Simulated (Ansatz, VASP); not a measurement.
# Cross-check of Ir3Pt between VASP and Ansatz

Aim: how closely do two programs agree when they are given the same cell, functional and k mesh? The cell is taken from a series of runs on this material, whose earlier steps may have relaxed, scaled, displaced or heated it; both programs get it as it stands.

Method: plane waves, with VASP 6.6.1 beside it; relaxation of cell and atoms at PBEsol, in Ansatz 0.2.0.

### Step 1. The starting structure

Symmetry: Cmmm, No. 65, orthorhombic system. The conventional cell has a = 5.459 Å, b = 7.720 Å, c = 2.729 Å, α = 90.00°, β = 90.00°, γ = 90.00°. Nearest to Pt lie 2 Pt at 2.73 Å and 10 Ir at 2.73 Å. Nearest to Ir lie 10 Ir at 2.73 Å and 2 Pt at 2.73 Å. Nearest to Ir lie 4 Pt at 2.73 Å and 8 Ir at 2.73 Å. Farther neighbours are not listed.

As a file:

```xyz
8
Lattice="0.0000 3.8600 3.8600 3.8600 0.0000 3.8600 3.8600 3.8600 0.0000" Properties=species:S:1:pos:R:3 pbc="T T T"
Pt    1.9300    1.9300    3.8600
Pt    3.8600    3.8600    3.8600
Ir    0.0000    0.0000    0.0000
Ir    1.9300    1.9300    0.0000
Ir    1.9300    0.0000    1.9300
Ir    3.8600    1.9300    1.9300
Ir    0.0000    1.9300    1.9300
Ir    1.9300    3.8600    1.9300
```

### Step 2. VASP: relaxation of cell and atoms, PBEsol, pair 1

The relaxed volume is the usual yardstick between codes: in a stiff, nearly cubic crystal its relative difference is about their pressure difference at one cell divided by the bulk modulus.

Lines of VASP's logs that name or quote its potential files are left out, and so is its time.

Input file INCAR:

```
SYSTEM = Ir3Pt
PREC = Accurate
ENCUT = 500
EDIFF = 1E-07
NELM = 120
ISMEAR = -1
SIGMA = 0.05
LREAL = .FALSE.
ALGO = Normal
GGA = PS
NBANDS = 45
LASPH = .TRUE.
LORBIT = 11
LWAVE = .FALSE.
LCHARG = .FALSE.
ISIF = 3
IBRION = 2
NSW = 80
EDIFFG = -0.005
GGA_COMPAT = .FALSE.
NELMIN = 4
KPAR = 2
```

Input file POSCAR:

```
Ir3Pt
1.0
    0.0000000000      3.8600000000      3.8600000000
    3.8600000000      0.0000000000      3.8600000000
    3.8600000000      3.8600000000      0.0000000000
Pt Ir
2 6
Direct
    0.5000000000      0.5000000000      0.0000000000
    0.5000000000      0.5000000000      0.5000000000
    0.0000000000      0.0000000000      0.0000000000
    0.0000000000      0.0000000000      0.5000000000
    0.0000000000      0.5000000000      0.0000000000
    0.0000000000      0.5000000000      0.5000000000
    0.5000000000      0.0000000000      0.0000000000
    0.5000000000      0.0000000000      0.5000000000
```

Input file KPOINTS:

```
Automatic mesh
0
Gamma
8 8 8
0 0 0
```

Potentials, in the order of the species: Pt and Ir (PBE family, release 64).

Launch:

```
> mpirun -np 2 vasp_std
```

Numbers of over 12 decimals in the logs are rounded to 6 here.

Output:

```text
[banner, memory and clock lines left out]
running    2 mpi-ranks, on    1 nodes
 distrk:  each k-point on    1 cores,    2 groups
 distr:  one band on    1 cores,    1 groups

 POSCAR found type information on POSCAR PtIr
 POSCAR found :  2 types and       8 ions
|                                                                             |
|               ----> ADVICE to this user running VASP <----                  |
|                                                                             |
|     You enforced a specific xc type in the INCAR file but a different       |
|     [... a line on the potential file left out ...]
|     I HOPE YOU KNOW WHAT YOU ARE DOING!                                     |
|                                                                             |

 LDA part: xc-table for (Slater+PW92), standard interpolation
 POSCAR, INCAR and KPOINTS ok, starting setup
 FFT: planning ... GRIDC
 FFT: planning ... GRID_SOFT
 FFT: planning ... GRID
 WAVECAR not read
 entering main loop
       N       E                     dE             d eps       ncg     rms          rms(c)
DAV:   1     0.785658090498E+03    0.78566E+03   -0.32805E+04  8558   0.159E+03
DAV:   2    -0.145933636733E+02   -0.80025E+03   -0.77570E+03  8560   0.486E+02
DAV:   3    -0.738610235679E+02   -0.59268E+02   -0.52944E+02 11232   0.125E+02
DAV:   4    -0.770490352918E+02   -0.31880E+01   -0.30893E+01 11084   0.302E+01
DAV:   5    -0.771342661885E+02   -0.85231E-01   -0.84869E-01 10362   0.411E+00    0.426E+01
DAV:   6    -0.731991714360E+02    0.39351E+01   -0.10511E+01  9481   0.198E+01    0.202E+01
DAV:   7    -0.734562924499E+02   -0.25712E+00   -0.87148E+00 12899   0.266E+01    0.107E+01
DAV:   8    -0.723374920805E+02    0.11188E+01   -0.52796E+00 12721   0.172E+01    0.399E+00
DAV:   9    -0.723164262095E+02    0.21066E-01   -0.31927E-01 12290   0.488E+00    0.198E+00
DAV:  10    -0.722883610570E+02    0.28065E-01   -0.90073E-02 12129   0.289E+00    0.646E-01
DAV:  11    -0.722882237164E+02    0.13734E-03   -0.77995E-03 10038   0.915E-01    0.210E-01
DAV:  12    -0.722881410531E+02    0.82663E-04   -0.32612E-04 11060   0.121E-01    0.691E-02
DAV:  13    -0.722881406228E+02    0.43029E-06   -0.61027E-05  9426   0.524E-02    0.143E-02
DAV:  14    -0.722881361381E+02    0.44848E-05   -0.60246E-06 11137   0.231E-02    0.969E-03
DAV:  15    -0.722881365404E+02   -0.40234E-06   -0.47270E-07  8916   0.475E-03    0.221E-03
DAV:  16    -0.722881363289E+02    0.21150E-06   -0.10503E-07  4974   0.229E-03    0.112E-03
DAV:  17    -0.722881363188E+02    0.10084E-07   -0.25237E-08  4862   0.823E-04
   1 F= -.72288136E+02 E0= -.72249412E+02  d E =-.722881E+02
[...]
2 F= -.72250772E+02 E0= -.72213242E+02  d E =0.373644E-01
[...]
3 F= -.72291576E+02 E0= -.72253132E+02  d E =-.343991E-02
[...]
4 F= -.72291788E+02 E0= -.72253182E+02  d E =-.212205E-03
[...]
5 F= -.72291865E+02 E0= -.72253314E+02  d E =-.288957E-03
 curvature:  -0.29 expect dE=-0.740E-05 dE for cont linesearch -0.335E-09
 trial: gam= 0.03036 g(F)=  0.262E-58 g(S)=  0.257E-04 ort =-0.112E-05 (trialstep = 0.787E+00)
 search vector abs. value=  0.266E-04
 bond charge predicted
       N       E                     dE             d eps       ncg     rms          rms(c)
DAV:   1    -0.722918968109E+02   -0.31616E-04   -0.22012E-03  8615   0.249E-01    0.318E-02
DAV:   2    -0.722918795363E+02    0.17275E-04   -0.43909E-05 10836   0.443E-02    0.169E-02
DAV:   3    -0.722918768882E+02    0.26481E-05   -0.19380E-05 12833   0.406E-02    0.144E-02
DAV:   4    -0.722918743012E+02    0.25870E-05   -0.76343E-06 12550   0.236E-02    0.392E-03
DAV:   5    -0.722918743927E+02   -0.91461E-07   -0.74542E-07  9974   0.704E-03
   6 F= -.72291874E+02 E0= -.72253300E+02  d E =-.920786E-05
 trial-energy change:   -0.000009  1 .order   -0.000009   -0.000020    0.000002
 step:   0.7160(harm=  0.7160)  dis= 0.00000  next Energy=   -72.291874 (dE=-0.917E-05)
 reached required accuracy - stopping structural energy minimisation
```

From OUTCAR (step 2):

```text
ion  position               nearest neighbor table
   1  0.500  0.500  0.000-   2 2.73   5 2.73   7 2.73   2 2.73   6 2.73   8 2.73   3 2.73   7 2.73
                             8 2.73   3 2.73   5 2.73   6 2.73
   2  0.500  0.500  0.500-   1 2.73   6 2.73   8 2.73   1 2.73   5 2.73   7 2.73   4 2.73   7 2.73
                             8 2.73   4 2.73   5 2.73   6 2.73
   3  0.000  0.000  0.000-   4 2.73   5 2.73   7 2.73   4 2.73   6 2.73   8 2.73   1 2.73   5 2.73
                             6 2.73   1 2.73   7 2.73   8 2.73
   4  0.000  0.000  0.500-   3 2.73   6 2.73   8 2.73   3 2.73   5 2.73   7 2.73   2 2.73   5 2.73
                             6 2.73   2 2.73   7 2.73   8 2.73
   5  0.000  0.500  0.000-   1 2.73   3 2.73   6 2.73   2 2.73   4 2.73   6 2.73   3 2.73   4 2.73
                             7 2.73   1 2.73   2 2.73   7 2.73
   6  0.000  0.500  0.500-   2 2.73   4 2.73   5 2.73   1 2.73   3 2.73   5 2.73   3 2.73   4 2.73
                             8 2.73   1 2.73   2 2.73   8 2.73
   7  0.500  0.000  0.000-   1 2.73   3 2.73   8 2.73   2 2.73   4 2.73   8 2.73   1 2.73   2 2.73
                             5 2.73   3 2.73   4 2.73   5 2.73
   8  0.500  0.000  0.500-   2 2.73   4 2.73   7 2.73   1 2.73   3 2.73   7 2.73   1 2.73   2 2.73
                             6 2.73   3 2.73   4 2.73   6 2.73

  LATTYP: Found a face centered cubic cell.
 ALAT       =     7.7200000000

 Subroutine GETGRP returns: Found  8 space group operations
 (whereof  8 operations were pure point group operations)

The static configuration has the point symmetry D_2h.

 Found     95 irreducible k-points:

   k-points           NKPTS =     95   k-points in BZ     NKDIM =     95   number of bands    NBANDS=     45

   dimension x,y,z NGX =    40 NGY =   40 NGZ =   40
   dimension x,y,z NGXF=    80 NGYF=   80 NGZF=   80

   ENCUT  =  500.0 eV  36.75 Ry    6.06 a.u.   9.95  9.95  9.95*2*pi/ulx,y,z

   NELECT =      74.0000    total number of electrons

 k-points in reciprocal lattice and weights: Automatic mesh
   0.00000000  0.00000000  0.00000000       0.002
   0.12500000  0.00000000  0.00000000       0.008
   0.00000000  0.00000000  0.12500000       0.008
   0.25000000  0.00000000  0.00000000       0.008
   0.00000000  0.00000000  0.25000000       0.008
   0.37500000  0.00000000  0.00000000       0.008
   0.00000000  0.00000000  0.37500000       0.008
   0.50000000  0.00000000  0.00000000       0.004
   0.00000000  0.00000000  0.50000000       0.004
[...]
-0.25000000  0.50000000  0.25000000       0.008
   0.25000000 -0.25000000  0.50000000       0.004

 average (electrostatic) potential at core
       1 -64.0676       2 -64.0676       3 -48.1347       4 -48.1347       5 -48.0404
       6 -48.0404       7 -48.0404       8 -48.0404

 E-fermi :  10.6122

 k-point     1 :       0.0000    0.0000    0.0000
  band No.  band energies     occupation
    ...
     25       9.7205      2.00000
     26       9.7484      2.00000
     27       9.8198      2.00000
     28       9.8458      2.00000
     29      10.5177      1.73755
     30      11.0197      0.00058
     31      11.0469      0.00034
     32      11.0776      0.00018
     33      11.1121      0.00009
     34      11.1785      0.00002
    ...

 k-point     2 :       0.1250    0.0000    0.0000
  band No.  band energies     occupation
    ...
     28       9.2584      2.00000
     29      10.3432      1.99083
     30      10.5509      1.54661
     31      10.6395      0.73376
     32      10.6550      0.59656
     33      10.8752      0.01035
     34      11.0208      0.00057
     35      11.0549      0.00029
     36      11.0998      0.00012
     37      11.1662      0.00003
    ...

 k-point     3 :       0.0000    0.0000    0.1250
  band No.  band energies     occupation
    ...
     28       9.2256      2.00000
     29      10.3451      1.99047
     30      10.5610      1.47202
     31      10.5781      1.32828
     32      10.6612      0.54623
     33      11.0257      0.00051
     34      11.0550      0.00029
     35      11.1185      0.00008
     36      11.1465      0.00005
     37      11.1764      0.00003
    ...

  Total        0.0213246      0.0213246      0.0216559     -0.0015358      0.0000000      0.0000000
  in kB        0.2984687      0.2984687      0.3031063     -0.0214960      0.0000000      0.0000000
  external PRESSURE =       0.3000145 kB  Pullay stress =       0.0000000 kB

  energy-cutoff  :      500.00
  volume of cell :      114.47
      direct lattice vectors                 reciprocal lattice vectors
     0.005852846  3.855437165  3.850486343    -0.129884153  0.129884153  0.129853726
     3.855437165  0.005852846  3.850486343     0.129884153 -0.129884153  0.129853726
     3.861290010  3.861290010  0.000000000     0.129490403  0.129490403 -0.129853726

 POSITION                                       TOTAL-FORCE (eV/Angst)
 -----------------------------------------------------------------------------------
      1.93065      1.93065      3.85049        -0.000000     -0.000000     -0.000000
      3.86129      3.86129      3.85049        -0.000000      0.000000      0.000000
      3.85544      0.00585      3.85049        -0.000000      0.000000      0.000000
      1.93650      5.78608      3.85049         0.000000     -0.000000      0.000000
      5.79486      7.71965      5.77573        -0.000000      0.000000      0.000000
      3.85836      1.93357      1.92524         0.000000      0.000000      0.000000
      3.86422      5.78901      1.92524        -0.000000      0.000000     -0.000000
      1.93357      3.85836      1.92524         0.000000      0.000000     -0.000000
 -----------------------------------------------------------------------------------
    total drift:                               -0.000000     -0.000000      0.000000

  FREE ENERGIE OF THE ION-ELECTRON SYSTEM (eV)
  ---------------------------------------------------
  free  energy   TOTEN  =       -72.2918743927 eV

  energy  without entropy=      -72.2147254426  energy(sigma->0) =      -72.25329992

 reached required accuracy - stopping structural energy minimisation

 total charge
# of ion       s       p       d       tot
------------------------------------------
    1        0.688   0.763   8.020   9.470
    2        0.688   0.763   8.020   9.470
    3        0.663   0.714   6.961   8.337
    4        0.663   0.714   6.961   8.337
    5        0.654   0.697   6.981   8.332
    6        0.654   0.697   6.981   8.332
    7        0.654   0.697   6.981   8.332
    8        0.654   0.697   6.981   8.332
--------------------------------------------------
tot          5.316   5.740  57.887  68.942

[... 3 further parts left out ...]
```

(Part 1 of 2 ends here.)

[Lines on the potential files, build, host, timing and source positions are cut from VASP's logs without a mark.]

[Logs are printed without paths, hosts, clocks, repeated set-up lines and the standing remarks that a program may print on its own settings, such as how far it seeks lower states.]

[Hosts, paths, dates, database ids (printed as entryN), source tags and the programs' standing remarks are cut or masked in the printed files.]
